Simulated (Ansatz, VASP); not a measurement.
# TiTeS: VASP beside Ansatz, part 2 of 2

Wanted: the spread between two codes on one cell, functional and k mesh. The structure shown is the start of the Ansatz relaxation below; VASP solves that cell, so the two are compared at the walk's first step.

VASP 6.6.1 and Ansatz 0.2.0.

So far. Step 4 (Differences): The forces differ by 12 meV/Å r.m.s., which is 19.2 % of the r.m.s. force of 0.062 eV/Å (both taken over all components). With vacuum in the cell, a pressure given here is an average over mostly empty space and none of the material.

## Step 5: Ansatz: relaxation, PBEsol

Level of this step: Ansatz beside VASP: Kohn-Sham DFT, plane waves, PBEsol (Ansatz).

The two programs are compared at the cell with which this relaxation starts, whose forces are those of its first step.

The structure compared here is the start of the Ansatz relaxation; VASP solves that cell, so the two are compared at the walk's first step.

Contents of input.yaml:

```yaml
crystal:
  lattice:
    - [3.4502035292, 0.0, 0.0]
    - [-1.7251017646, 3.0489427598, 0.0]
    - [0.0, 0.0, 30.0]
  atoms:
    - { symbol: Ti, position: [0.0002592234, 0.0005184469, 0.3395056009] }
    - { symbol: S, position: [0.332322451, 0.6646449021, 0.3809370981] }
    - { symbol: Te, position: [0.6674183255, 0.3348366511, 0.2762239679] }
  periodic: [true, true, false]
kpoints:
  mp_grid: { grid: [15, 15, 1] }
hamiltonian:
  xc: pbesol
  pseudopotentials: { kind: paw, azcp: { folder: soft_1 }, xc_functional: pbe }
scf:
  occupations: { method: methfessel_paxton, width: 0.2 }
output:
  forces: true
  stress: true
  eigenvalues: true
relax:
  adjacent_minimum: "off"
  f_tol: 0.001
  max_steps: 60
```

Run with:

```console
ansatz run input.yaml --threads 4 --pin off --max-ram 16384MiB --backend cpu --events-out ev --progress --plain --runs-dir out
```

Numbers of over 12 decimals in the logs are rounded to 6 here.

Log:

```text
[...]
Crystal: 3 atoms, lattice volume = 315.584 Å³
Basis set: ecut = 420 eV, 6151 PW (Γ), exchange–correlation on 48×48×432 points (8 copies of the dense FFT grid, shifted against one another)
Bands: 21, of which v1, the nominal top of the filled ones, is band 17 counted from 1 (16 counted from 0)
Symmetry: 2 space group operations
[...]
--- Relaxed structure (6 steps of the walk, 6 accepted, 0 SCFs on fresh bases) ---
  F+E_penalty+E_count = -10263.48888139 eV   max|allowed force component| = 2.712e-4 eV/Å
  cell:  # Å, volume = 315.5842 Å³
    - [3.4502035292, 0.0, 0.0]
    - [-1.7251017646, 3.0489427598, 0.0]
    - [0.0, 0.0, 30.0]
  atoms:
    - { symbol: Ti, position: [0.000470985, 0.00094197, 0.339456] }
    - { symbol: S, position: [0.331332, 0.662664, 0.381267] }
    - { symbol: Te, position: [0.668197, 0.336394, 0.275944] }
[key lines of the parts left out:]
SCF converged after 3 iterations
Free energy (F): -10263.488881 eV
Fermi energy:    -4.861525 eV
P = ½ c Tr σ = 0.7573 N/m
```

## Step 6: VASP: single point, PBEsol, start cell, pair 2

The same cell, functional, mesh and smearing now go to VASP, with its own data sets.

Contents of INCAR:

```
SYSTEM = TiTeS
PREC = Accurate
ENCUT = 400
EDIFF = 1E-06
NELM = 120
ISMEAR = 1
SIGMA = 0.2
LREAL = .FALSE.
ALGO = Normal
GGA = PS
NBANDS = 18
LASPH = .TRUE.
LORBIT = 11
LWAVE = .FALSE.
LCHARG = .FALSE.
ISIF = 2
LDIPOL = .TRUE.
IDIPOL = 3
DIPOL = 0.5 0.5 0.332
LVHAR = .TRUE.
GGA_COMPAT = .FALSE.
NELMDL = -8
KPAR = 2
```

Contents of POSCAR:

```
TiTeS
1.0
    3.4502035292      0.0000000000      0.0000000000
   -1.7251017646      3.0489427598      0.0000000000
    0.0000000000      0.0000000000     30.0000000000
Ti S Te
1 1 1
Direct
    0.0002592702      0.0005185404      0.3395056000
    0.3323224080      0.6646448161      0.3809371000
    0.6674183611      0.3348367222      0.2762239667
```

Contents of KPOINTS:

```
Automatic mesh
0
Gamma
15 15 1
0 0 0
```

The projector-augmented-wave data sets are Ti_sv, S and Te (PBE family, release 64).

Run with:

```console
mpirun -np 2 vasp_std
```

Log:

```text
[banner, memory and clock lines left out]
running    2 mpi-ranks, on    1 nodes
[...]
[... a notice as in an earlier step ...]

 LDA part: xc-table for (Slater+PW92), standard interpolation
 POSCAR, INCAR and KPOINTS ok, starting setup
[...]
entering main loop
       N       E                     dE             d eps       ncg     rms          rms(c)
DAV:   1     0.151090185358E+03    0.15109E+03   -0.95618E+03  2824   0.821E+02
DAV:   2     0.263795461119E-01   -0.15106E+03   -0.14816E+03  3072   0.226E+02
DAV:   3    -0.208786364307E+02   -0.20905E+02   -0.20810E+02  4140   0.763E+01
DAV:   4    -0.218678836582E+02   -0.98925E+00   -0.98566E+00  3196   0.163E+01
[...]
DAV:  27    -0.193147342807E+02   -0.46958E-05   -0.14587E-07  2052   0.177E-03    0.343E-04
DAV:  28    -0.193147360440E+02   -0.17633E-05   -0.34497E-08  1828   0.726E-04    0.520E-04
DAV:  29    -0.193147369351E+02   -0.89108E-06   -0.14789E-08  1686   0.462E-04
   1 F= -.19314737E+02 E0= -.19315403E+02  d E =0.199791E-02
```

From OUTCAR (step 6):

```text
  Total        0.9520192      0.3178913      0.2662894      0.0000000     -0.0975685      0.0000000
  in kB        4.8332697      1.6138900      1.3519143      0.0000000     -0.4953419      0.0000000
  external PRESSURE =       2.5996913 kB  Pullay stress =       0.0000000 kB

 POSITION                                       TOTAL-FORCE (eV/Angst)
 -----------------------------------------------------------------------------------
     -0.00000      0.00158     10.18517        -0.000000      0.031874     -0.037168
     -0.00000      2.02646     11.42811        -0.000000     -0.050411      0.133486
      1.72510      1.02090      8.28672         0.000000      0.018537     -0.096317
 -----------------------------------------------------------------------------------
    total drift:                                0.000000     -0.000252     -0.000319

  FREE ENERGIE OF THE ION-ELECTRON SYSTEM (eV)
  ---------------------------------------------------
  free  energy   TOTEN  =       -19.3147369351 eV

  energy  without entropy=      -19.3167348462  energy(sigma->0) =      -19.31540291

[... 1 part as in an earlier step ...]

[... 2 further parts left out ...]
[key lines of the parts left out:]
E-fermi :  -2.3873
```

The run ends at a pressure of 0.26 GPa, with forces up to 0.14 eV/Å.

## Step 7: Side by side

What differs besides the data sets and the points named for the pairs above, as far as they apply: the data sets hold 34 valence electrons in Ansatz (on its PAW soft_1 files) and 24 in VASP. Total energies have different zeros and are not compared.

Forces (eV/Å; atoms numbered as in POSCAR):

```tsv
atom	Ansatz x, y, z	VASP x, y, z
Ti1	0.000, 0.032, -0.037	0.000, 0.032, -0.037
S2	0.000, -0.050, 0.108	0.000, -0.050, 0.133
Te3	0.000, 0.018, -0.071	0.000, 0.019, -0.096
```

The forces differ by 12 meV/Å r.m.s., which is 19.8 % of the r.m.s. force of 0.060 eV/Å (both taken over all components). With vacuum in the cell, a pressure given here is an average over mostly empty space and none of the material.

## Step 8: Ansatz: relaxation, PBEsol

The two programs are compared at the cell with which this relaxation starts, whose forces are those of its first step.

The structure compared here is the start of the Ansatz relaxation; VASP solves that cell, so the two are compared at the walk's first step.

input.yaml, the sections that differ from step 5:

```yaml
crystal:
  lattice:
    - [3.5206158462, 0.0, 0.0]
    - [-1.7603079231, 2.9879639046, 0.0]
    - [0.0, 0.0, 30.0]
  atoms:
    - { symbol: Ti, position: [-0.0002851714, -0.0005703427, 0.3395056056] }
    - { symbol: S, position: [0.3343711741, 0.6687423481, 0.3809369144] }
    - { symbol: Te, position: [0.6659139973, 0.3318279946, 0.2762241469] }
  periodic: [true, true, false]
# kpoints, hamiltonian, scf, output, relax: as in step 5
```

Run with:

```console
ansatz run input.yaml --threads 4 --pin off --max-ram 16384MiB --backend cpu --events-out ev --progress --plain --runs-dir out
```

Log:

```text
[...]
Crystal: 3 atoms, lattice volume = 315.584 Å³
Basis set: ecut = 420 eV, 6137 PW (Γ), exchange–correlation on 48×48×432 points (8 copies of the dense FFT grid, shifted against one another)
Bands: 21, of which v1, the nominal top of the filled ones, is band 17 counted from 1 (16 counted from 0)
Symmetry: 2 space group operations
[...]
--- Relaxed structure (6 steps of the walk, 6 accepted, 0 SCFs on fresh bases) ---
  F+E_penalty+E_count = -10263.48883776 eV   max|allowed force component| = 3.776e-4 eV/Å
  cell:  # Å, volume = 315.5842 Å³
    - [3.5206158462, 0.0, 0.0]
    - [-1.7603079231, 2.9879639046, 0.0]
    - [0.0, 0.0, 30.0]
  atoms:
    - { symbol: Ti, position: [-0.000586002, -0.001172, 0.339457] }
    - { symbol: S, position: [0.335440, 0.670880, 0.381266] }
    - { symbol: Te, position: [0.665146, 0.330292, 0.275944] }
[key lines of the parts left out:]
SCF converged after 3 iterations
Free energy (F): -10263.488838 eV
Fermi energy:    -4.861394 eV
P = ½ c Tr σ = 0.7586 N/m
```

## Step 9: VASP: single point, PBEsol, start cell, pair 3

The same cell, functional, mesh and smearing now go to VASP, with its own data sets.

INCAR is that of step 6.

Contents of POSCAR:

```
TiTeS
1.0
    3.5206158462      0.0000000000      0.0000000000
   -1.7603079231      2.9879639046      0.0000000000
    0.0000000000      0.0000000000     30.0000000000
Ti S Te
1 1 1
Direct
    0.9997148560      0.9994297120      0.3395056000
    0.3343711744      0.6687423489      0.3809369000
    0.6659139855      0.3318279710      0.2762241333
```

KPOINTS is that of step 6.

Run with:

```console
mpirun -np 2 vasp_std
```

Log:

```text
[... set-up lines as in an earlier step ...]
 entering main loop
       N       E                     dE             d eps       ncg     rms          rms(c)
DAV:   1     0.151052317433E+03    0.15105E+03   -0.95325E+03  2816   0.820E+02
DAV:   2     0.233994416000E+00   -0.15082E+03   -0.14702E+03  3086   0.225E+02
DAV:   3    -0.209004175028E+02   -0.21134E+02   -0.21008E+02  4104   0.767E+01
DAV:   4    -0.218732485314E+02   -0.97283E+00   -0.96904E+00  3180   0.163E+01
[...]
DAV:  27    -0.193146536744E+02   -0.47796E-05   -0.15285E-07  2048   0.193E-03    0.348E-04
DAV:  28    -0.193146554567E+02   -0.17823E-05   -0.36101E-08  1852   0.780E-04    0.509E-04
DAV:  29    -0.193146564194E+02   -0.96268E-06   -0.16137E-08  1720   0.492E-04
   1 F= -.19314656E+02 E0= -.19315289E+02  d E =0.189815E-02
```

Parts of OUTCAR (step 9):

```text
  Total        0.3070622      0.9642550      0.2661371      0.0000000      0.1004958      0.0000000
  in kB        1.5589125      4.8953896      1.3511411      0.0000000      0.5102032      0.0000000
  external PRESSURE =       2.6018144 kB  Pullay stress =       0.0000000 kB

 POSITION                                       TOTAL-FORCE (eV/Angst)
 -----------------------------------------------------------------------------------
      1.76031      2.98626     10.18517        -0.000000     -0.036149     -0.037116
     -0.00000      1.99818     11.42811         0.000000      0.053945      0.133392
      1.76031      0.99149      8.28672        -0.000000     -0.017797     -0.096276
 -----------------------------------------------------------------------------------
    total drift:                                0.000000     -0.000103     -0.000354

  FREE ENERGIE OF THE ION-ELECTRON SYSTEM (eV)
  ---------------------------------------------------
  free  energy   TOTEN  =       -19.3146564194 eV

  energy  without entropy=      -19.3165545719  energy(sigma->0) =      -19.31528914

[... 1 part as in an earlier step ...]

[... 2 further parts left out ...]
[key lines of the parts left out:]
E-fermi :  -2.3873
```

The run ends at a pressure of 0.26 GPa, with forces up to 0.14 eV/Å.

## Step 10: Differences

What differs besides the data sets and the points named for the pairs above, as far as they apply: the data sets hold 34 valence electrons in Ansatz (on its PAW soft_1 files) and 24 in VASP. Total energies have different zeros and are not compared.

Forces (eV/Å; atoms numbered as in POSCAR):

```tsv
atom	Ansatz x, y, z	VASP x, y, z
Ti1	0.000, -0.036, -0.037	0.000, -0.036, -0.037
S2	0.000, 0.054, 0.108	0.000, 0.054, 0.133
Te3	0.000, -0.017, -0.071	0.000, -0.018, -0.096
```

The forces differ by 12 meV/Å r.m.s., which is 19.6 % of the r.m.s. force of 0.061 eV/Å (both taken over all components). With vacuum in the cell, a pressure given here is an average over mostly empty space and none of the material.

## Step 11: What came out

| Quantity | Value |
| --- | --- |
| r.m.s. force difference (single point, PBEsol, start cell, pair 1) | 12 meV/Å |
| r.m.s. force difference (single point, PBEsol, start cell, pair 2) | 12 meV/Å |
| r.m.s. force difference (single point, PBEsol, start cell, pair 3) | 12 meV/Å |

**Reading.** The r.m.s. force difference is 12 meV/Å (single point, PBEsol, start cell, pair 1), at about the 12 meV/Å picked in this series as the mark of a large difference. The data sets hold unlike numbers of valence electrons (34 in Ansatz and 24 in VASP), so part of the differences comes from the potentials. 9 further runs of this series are not shown here. How closely two codes agree says nothing of how well the functional describes the real material.

[Lines on the potential files, build, host, timing and source positions are cut from VASP's logs without a mark.]

[Logs are printed without paths, hosts, clocks, repeated set-up lines and the standing remarks that a program may print on its own settings, such as how far it seeks lower states.]

[Hosts, paths, dates, database ids (printed as entryN), source tags and the programs' standing remarks are cut or masked in the printed files.]
